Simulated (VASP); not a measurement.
Method: G0W0 on PBE orbitals, VASP's PBE PAW potentials (set 64) (plane waves; VASP 6.6.1).

Input for VASP

**KPOINTS**
```
Automatic mesh
0
Gamma
4 4 4
0 0 0
```

File POSCAR:
```
BaTiO3
1.0
  3.9903800000   0.0000000000   0.0000000000
  0.0000000000   3.9903800000   0.0000000000
  0.0000000000   0.0000000000   4.1026600000
Ba Ti O
1 1 3
Direct
  0.5000000000   0.5000000000   0.5825400000
  0.0000000000   0.0000000000   0.1000400000
  0.0000000000   0.5000000000   0.0642200000
  0.5000000000   0.0000000000   0.0642200000
  0.0000000000   0.0000000000   0.5489700000
```

**INCAR**
```
# general
SYSTEM       =  BaTiO3
PREC         =  Normal
ENCUT        =  500
LREAL        =  F
LASPH        =  T
NBANDS       =  220

# electronic loop
ALGO         =  EVGW0

# smearing
ISMEAR       =  0
SIGMA        =  0.01

# functional
GGA          =  PE

# output
LWAVE        =  F
LCHARG       =  F

# other
NELMGW       =  1
NOMEGA       =  64
ENCUTGW      =  170
NBANDSGW     =  28
LSPECTRALGW  =  T
```

POTCAR, in this order: Ba_sv_GW Ti_sv_GW O_GW_new (PBE.64 set). Program: vasp_std. Read from the step before: WAVECAR, WAVEDER.

The run wrote:

File OUTCAR:
```
 ion  position               nearest neighbor table
   1  0.500  0.500  0.583-
   2  0.000  0.000  0.100-   5 1.84   4 2.00   3 2.00   3 2.00   4 2.00
   3  0.000  0.500  0.064-   2 2.00   2 2.00
   4  0.500  0.000  0.064-   2 2.00   2 2.00
   5  0.000  0.000  0.549-   2 1.84
  LATTYP: Found a simple tetragonal cell.
 ALAT       =     3.9903800000
 C/A-ratio  =     1.0281376711
 Subroutine PRICEL returns:
 Original cell was already a primitive cell.
 Subroutine GETGRP returns: Found  8 space group operations
The static configuration has the point symmetry C_4v.
The dynamic configuration has the point symmetry C_4v.
 Subroutine INISYM returns: Found  8 space group operations
 Subroutine IBZKPT returns following result:
 Found     18 irreducible k-points:

 Following reciprocal coordinates:
            Coordinates               Weight
  0.000000  0.000000  0.000000      1.000000
  0.250000  0.000000  0.000000      4.000000
  0.500000  0.000000  0.000000      2.000000
  0.250000  0.250000  0.000000      4.000000
  0.500000  0.250000  0.000000      4.000000
  0.500000  0.500000  0.000000      1.000000
  0.000000  0.000000  0.250000      2.000000
  0.250000  0.000000  0.250000      8.000000
  0.500000  0.000000  0.250000      4.000000
  0.250000  0.250000  0.250000      8.000000
  0.500000  0.250000  0.250000      8.000000
  0.500000  0.500000  0.250000      2.000000
  0.000000  0.000000  0.500000      1.000000
  0.250000  0.000000  0.500000      4.000000
  0.500000  0.000000  0.500000      2.000000
  0.250000  0.250000  0.500000      4.000000
  0.500000  0.250000  0.500000      4.000000
  0.500000  0.500000  0.500000      1.000000
 Subroutine IBZKPT_HF returns following result:
   k-points           NKPTS =     18   k-points in BZ     NKDIM =     64   number of bands    NBANDS=    220
   number of dos      NEDOS =    301   number of ions     NIONS =      5
   total plane-waves  NPLWV =  13824
   dimension x,y,z NGX =    24 NGY =   24 NGZ =   24
   dimension x,y,z NGXF=    48 NGYF=   48 NGZF=   48
   ions per type =               1   1   3
   PREC   = normal    normal or accurate (medium, high low for compatibility)
   ISTART =      1    job   : 0-new  1-cont  2-samecut
   ICHARG =      0    charge: 1-file 2-atom 10-const
   ISPIN  =      1    spin polarized calculation?
   LNONCOLLINEAR =      F non collinear calculations
   LSORBIT =      F    spin-orbit coupling
   INIWAV =      1    electr: 0-lowe 1-rand  2-diag
   ENCUT  =  500.0 eV  36.75 Ry    6.06 a.u.   7.28  7.28  7.48*2*pi/ulx,y,z
   NELM   =     60;   NELMIN=  2; NELMDL=  0     # of ELM steps
   EDIFF  = 0.1E-03   stopping-criterion for ELM
   LREAL  =      F    real-space projection
   NLSPLINE    = F    spline interpolate recip. space projectors
   LMAXMIX     =    2 max onsite mixed and CHGCAR
   VOSKOWN=      0    Vosko Wilk Nusair interpolation
   EDIFFG = 0.1E-02   stopping-criterion for IOM
   NSW    =      0    number of steps for IOM
   NBLOCK =      1;   KBLOCK =      1    inner block; outer block
   IBRION =     -1    ionic relax: 0-MD 1-quasi-New 2-CG
   NFREE  =      0    steps in history (QN), initial steepest desc. (CG)
   ISIF   =      0    stress and relaxation
   ISYM   =      3    0-nonsym 1-usesym 2-fastsym
   TEIN   =    0.0    initial temperature
   TEBEG  =    0.0;   TEEND  =   0.0 temperature during run
   SMASS  =  -3.00    Nose mass-parameter (am)
   PSTRESS=    0.0 pullay stress
   NELECT =      40.0000    total number of electrons
   EFERMI =   0.00;   METHOD = LEGACY
   ISMEAR =     0;   SIGMA  =   0.01  broadening in eV -4-tet -1-fermi 0-gaus
   IALGO  =     38    algorithm
   LDIAG  =      T    sub-space diagonalisation (order eigenvalues)
...
```

File OSZICAR:
```
energies w=
    0.000    0.000    0.766    0.000    1.531    0.000    2.292    0.000
    3.048    0.000    3.797    0.000    4.539    0.000    5.272    0.000
    5.996    0.000    6.710    0.000    7.414    0.000    8.108    0.000
    8.792    0.000    9.468    0.000   10.135    0.000   10.793    0.000
   11.446    0.000   12.092    0.000   12.734    0.000   13.372    0.000
   14.008    0.000   14.644    0.000   15.280    0.000   15.918    0.000
   16.560    0.000   17.207    0.000   17.863    0.000   18.527    0.000
   19.202    0.000   19.892    0.000   20.597    0.000   21.322    0.000
   22.068    0.000   22.840    0.000   23.640    0.000   24.474    0.000
   25.344    0.000   26.258    0.000   27.222    0.000   28.241    0.000
   29.325    0.000   30.483    0.000   31.726    0.000   33.069    0.000
   34.525    0.000   36.115    0.000   37.862    0.000   39.795    0.000
   41.950    0.000   44.372    0.000   47.117    0.000   50.261    0.000
   53.901    0.000   58.170    0.000   63.248    0.000   69.391    0.000
   76.973    0.000   86.566    0.000   99.081    0.000  116.072    0.000
  140.430    0.000  178.192    0.000  244.463    0.000  390.616    0.000
NQ=   1    0.0000    0.0000    0.0000,
 performed        733000 updates of chi_q(r,r)
NQ=   2    0.2500    0.0000    0.0000,
 performed       1885000 updates of chi_q(r,r)
NQ=   3    0.5000    0.0000    0.0000,
 performed       2766000 updates of chi_q(r,r)
NQ=   4    0.2500    0.2500    0.0000,
 performed       3918000 updates of chi_q(r,r)
NQ=   5    0.5000    0.2500    0.0000,
 performed       5070000 updates of chi_q(r,r)
NQ=   6    0.5000    0.5000    0.0000,
 performed       5803000 updates of chi_q(r,r)
NQ=   7    0.0000    0.0000    0.2500,
 performed       6610000 updates of chi_q(r,r)
NQ=   8    0.2500    0.0000    0.2500,
 performed       7910000 updates of chi_q(r,r)
NQ=   9    0.5000    0.0000    0.2500,
 performed       8914000 updates of chi_q(r,r)
NQ=  10    0.2500    0.2500    0.2500,
 performed      10214000 updates of chi_q(r,r)
NQ=  11    0.5000    0.2500    0.2500,
 performed      11514000 updates of chi_q(r,r)
NQ=  12    0.5000    0.5000    0.2500,
 performed      12321000 updates of chi_q(r,r)
NQ=  13    0.0000    0.0000    0.5000,
 performed      13054000 updates of chi_q(r,r)
NQ=  14    0.2500    0.0000    0.5000,
 performed      14206000 updates of chi_q(r,r)
NQ=  15    0.5000    0.0000    0.5000,
 performed      15087000 updates of chi_q(r,r)
NQ=  16    0.2500    0.2500    0.5000,
 performed      16239000 updates of chi_q(r,r)
NQ=  17    0.5000    0.2500    0.5000,
 performed      17391000 updates of chi_q(r,r)
NQ=  18    0.5000    0.5000    0.5000,
 performed      18124000 updates of chi_q(r,r)
 resolving degeneracies of screened two electron integrals
```

### OUTCAR
```


 k-point   1 :       0.0000    0.0000    0.0000
  band No.  KS-energies  QP-energies   sigma(KS)   V_xc(KS)     V^pw_x(r,r')   Z            occupation Imag(sigma)

      1     -50.6468     -51.3578     -26.2085     -24.9740     -41.6794       0.5759       2.0000       1.6416
      2     -26.9429     -27.7185     -25.3350     -24.1144     -34.6478       0.6354       2.0000       0.9632
      3     -26.8619     -27.5999     -25.2987     -24.1306     -34.6036       0.6318       2.0000       0.8816
      4     -26.8619     -27.5999     -25.2987     -24.1306     -34.6036       0.6318       2.0000       0.8816
      5     -18.9607     -20.0315     -16.6976     -15.1303     -24.5374       0.6832       2.0000       1.5035
      6     -11.0298     -12.1330     -20.9321     -19.2222     -30.6308       0.6451       2.0000       1.3059
      7     -10.4159     -11.5682     -21.6969     -19.9441     -31.2972       0.6574       2.0000       1.3092
      8     -10.3161     -11.4240     -21.6055     -19.9015     -31.2955       0.6502       2.0000       1.2926
      9      -4.1736      -5.7439     -15.9807     -13.9594     -19.3892       0.7768       2.0000       0.3884
     10      -4.1264      -5.6923     -16.0289     -14.0160     -19.4082       0.7779       2.0000       0.3755
     11      -4.1264      -5.6923     -16.0289     -14.0160     -19.4082       0.7779       2.0000       0.3755
     12       3.4676       2.8598     -19.2695     -18.4248     -23.8438       0.7195       2.0000       0.3505
     13       3.5388       2.9436     -19.2042     -18.3753     -23.7786       0.7181       2.0000       0.3551
     14       3.5388       2.9436     -19.2042     -18.3753     -23.7786       0.7181       2.0000       0.3551
     15       4.4216       3.9555     -19.1266     -18.4690     -23.4726       0.7088       2.0000       0.3331
     16       4.4216       3.9555     -19.1266     -18.4690     -23.4726       0.7088       2.0000       0.3331
     17       4.6492       4.1944     -19.0787     -18.4344     -23.6485       0.7059       2.0000       0.3400
     18       5.3235       4.9651     -20.3658     -19.8692     -24.5089       0.7217       2.0000       0.2724
     19       5.4713       5.1083     -20.1787     -19.6757     -24.2465       0.7217       2.0000       0.2665
     20       5.4713       5.1083     -20.1787     -19.6757     -24.2465       0.7217       2.0000       0.2665
     21       7.7253       9.0228     -16.6059     -18.3830     -10.6802       0.7302       0.0000      -0.2735
     22       8.1359       9.4114     -16.8838     -18.6417     -11.4412       0.7256       0.0000      -0.2624
     23       8.1359       9.4114     -16.8838     -18.6417     -11.4412       0.7256       0.0000      -0.2624
     24       9.9402      11.5976     -19.4990     -21.8158     -13.5051       0.7153       0.0000      -0.2961
     25      10.0858      11.6867     -19.1025     -21.3305     -13.3180       0.7186       0.0000      -0.2951
     26      10.7284      11.2485      -9.2865      -9.9192      -5.1035       0.8221       0.0000      -0.1707
     27      11.0548      11.5871      -9.3803     -10.0290      -5.1805       0.8205       0.0000      -0.1731
     28      12.9796      13.6595     -10.9318     -11.7739      -6.4593       0.8073       0.0000      -0.2000

 k-point   2 :       0.2500    0.0000    0.0000
  band No.  KS-energies  QP-energies   sigma(KS)   V_xc(KS)     V^pw_x(r,r')   Z            occupation Imag(sigma)

      1     -50.6462     -51.3578     -26.2065     -24.9747     -41.6800       0.5776       2.0000       1.6420
      2     -26.9418     -27.7179     -25.3354     -24.1163     -34.6469       0.6367       2.0000       0.9616
      3     -26.8892     -27.6014     -25.2323     -24.0906     -34.5880       0.6238       2.0000       0.8938
      4     -26.8610     -27.5993     -25.2987     -24.1324     -34.6013       0.6331       2.0000       0.8796
      5     -18.9029     -19.9754     -16.7287     -15.1628     -24.5180       0.6849       2.0000       1.4767
      6     -11.0962     -12.2226     -20.7915     -19.0479     -30.4287       0.6460       2.0000       1.3110
      7     -10.3803     -11.5242     -21.6988     -19.9578     -31.3134       0.6570       2.0000       1.3000
      8     -10.2357     -11.3837     -21.6555     -19.9132     -31.2119       0.6590       2.0000       1.2513
      9      -4.0946      -5.6630     -15.9948     -13.9812     -19.3334       0.7789       2.0000       0.3632
     10      -4.0405      -5.6046     -16.0379     -14.0320     -19.3406       0.7798       2.0000       0.3503
     11      -3.9574      -5.4894     -16.3408     -14.3771     -19.7192       0.7802       2.0000       0.3402
     12       2.6791       2.1819     -19.2796     -18.5794     -23.8679       0.7101       2.0000       0.3976
     13       3.3261       2.7122     -18.8030     -17.9445     -23.4338       0.7152       2.0000       0.3777
     14       3.3758       2.7634     -18.8003     -17.9444     -23.4093       0.7155       2.0000       0.3749
     15       3.8461       3.3540     -18.4716     -17.7772     -22.7181       0.7087       2.0000       0.3668
     16       4.1019       3.6559     -18.6537     -18.0235     -22.9127       0.7078       2.0000       0.3607
     17       4.3553       3.8613     -18.3730     -17.6755     -22.8639       0.7082       2.0000       0.3604
     18       4.6261       4.1749     -19.1421     -18.5082     -23.5523       0.7117       2.0000       0.3305
     19       5.0044       4.6471     -19.9137     -19.4194     -23.7259       0.7229       2.0000       0.2663
     20       5.1435       4.7655     -20.2078     -19.6840     -24.3862       0.7217       2.0000       0.2778
     21       8.1680       9.4630     -16.9965     -18.7864     -11.4414       0.7235       0.0000      -0.2689
     22       8.6601       9.9676     -17.8823     -19.7316     -12.0223       0.7070       0.0000      -0.3086
     23       8.6873      10.0285     -17.6482     -19.5253     -11.8684       0.7145       0.0000      -0.2979
     24      10.0431      11.6576     -19.2021     -21.4518     -13.3508       0.7176       0.0000      -0.2969
     25      11.0674      12.5954     -19.4336     -21.5973     -13.3366       0.7063       0.0000      -0.3558
     26      11.7631      12.4255     -10.0464     -10.8642      -5.7916       0.8100       0.0000      -0.1876
     27      12.0516      12.7305     -10.2522     -11.0925      -5.9892       0.8078       0.0000      -0.1924
     28      14.1366      15.0274     -10.6812     -11.7990      -5.8188       0.7969       0.0000      -0.2642

 k-point   3 :       0.5000    0.0000    0.0000
  band No.  KS-energies  QP-energies   sigma(KS)   V_xc(KS)     V^pw_x(r,r')   Z            occupation Imag(sigma)

      1     -50.6457     -51.3586     -26.2045     -24.9755     -41.6806       0.5801       2.0000       1.6424
      2     -26.9408     -27.7167     -25.3361     -24.1183     -34.6461       0.6371       2.0000       0.9601
      3     -26.9164     -27.6067     -25.1675     -24.0513     -34.5742       0.6185       2.0000       0.9057
      4     -26.8600     -27.5992     -25.2987     -24.1342     -34.5994       0.6348       2.0000       0.8778
      5     -18.8435     -19.9167     -16.7607     -15.1964     -24.4972       0.6860       2.0000       1.4490
      6     -11.2424     -12.3731     -20.5414     -18.7846     -30.1664       0.6437       2.0000       1.3271
      7     -10.3546     -11.4941     -21.7250     -19.9908     -31.3526       0.6571       2.0000       1.2969
      8     -10.0409     -11.2328     -21.8501     -20.0630     -31.2438       0.6670       2.0000       1.1966
      9      -4.0099      -5.5755     -16.0058     -14.0004     -19.2639       0.7807       2.0000       0.3345
     10      -3.9499      -5.5128     -16.0474     -14.0491     -19.2664       0.7821       2.0000       0.3227
     11      -3.7937      -5.2933     -16.6185     -14.6987     -19.9738       0.7811       2.0000       0.3019
     12       1.8839       1.4540     -19.2552     -18.6420     -24.0389       0.7011       2.0000       0.4611
     13       3.0832       2.4571     -18.2588     -17.3779     -22.9741       0.7107       2.0000       0.4206
     14       3.0892       2.4710     -18.2534     -17.3839     -22.9826       0.7109       2.0000       0.4235
     15       3.4704       2.9345     -18.1261     -17.3699     -22.5275       0.7087       2.0000       0.4060
     16       3.9764       3.4318     -17.7799     -17.0090     -22.3893       0.7065       2.0000       0.4096
     17       3.9980       3.5831     -18.4138     -17.8279     -22.5311       0.7083       2.0000       0.3747
     18       4.2173       3.7471     -18.3952     -17.7340     -22.6945       0.7112       2.0000       0.3521
     19       4.6653       4.2514     -20.0889     -19.5155     -24.1272       0.7218       2.0000       0.2781
     20       4.8503       4.4443     -20.2628     -19.6979     -24.5667       0.7186       2.0000       0.2901
     21       8.2220       9.5520     -17.1541     -19.0001     -11.4336       0.7205       0.0000      -0.2790
     22       9.4053      10.7701     -18.7442     -20.7140     -12.4730       0.6929       0.0000      -0.3764
     23       9.4761      10.8700     -18.6862     -20.6931     -12.4670       0.6945       0.0000      -0.3705
     24      10.0024      11.6107     -19.1071     -21.3433     -13.2701       0.7192       0.0000      -0.2939
     25      11.6419      13.1077     -19.1753     -21.2571     -12.9313       0.7041       0.0000      -0.3843
     26      12.9256      13.7542     -11.8332     -12.8797      -7.5886       0.7918       0.0000      -0.2221
     27      13.4318      14.2316     -10.9318     -11.9320      -6.4788       0.7996       0.0000      -0.2217
     28      13.9933      14.8352     -10.1294     -11.1736      -5.5106       0.8063       0.0000      -0.2122

 k-point   4 :       0.2500    0.2500    0.0000
  band No.  KS-energies  QP-energies   sigma(KS)   V_xc(KS)     V^pw_x(r,r')   Z            occupation Imag(sigma)

      1     -50.6456     -51.3598     -26.2045     -24.9754     -41.6805       0.5811       2.0000       1.6424
      2     -26.9407     -27.7179     -25.3356     -24.1181     -34.6456       0.6383       2.0000       0.9601
      3     -26.8879     -27.6011     -25.2333     -24.0936     -34.5869       0.6258       2.0000       0.8915
      4     -26.8879     -27.6011     -25.2333     -24.0936     -34.5869       0.6258       2.0000       0.8915
      5     -18.8549     -19.9283     -16.7522     -15.1874     -24.5037       0.6860       2.0000       1.4578
      6     -11.0043     -12.1614     -20.9213     -19.1436     -30.4915       0.6509       2.0000       1.3021
      7     -10.2953     -11.4507     -21.7304     -19.9758     -31.2812       0.6585       2.0000       1.2680
      8     -10.2810     -11.4300     -21.5335     -19.7765     -31.0398       0.6539       2.0000       1.2412
      9      -4.1960      -5.7487     -16.1446     -14.1458     -19.6036       0.7768       2.0000       0.3780
...
```
(Selected blocks of OUTCAR.)

The mesh is coarse and the basis finite, so the quasiparticle values are not converged.

The structure comes from a computed database's BaTiO3 entry (P4mm); how it stands against other phases isn't given here. The cell was not relaxed at this level.
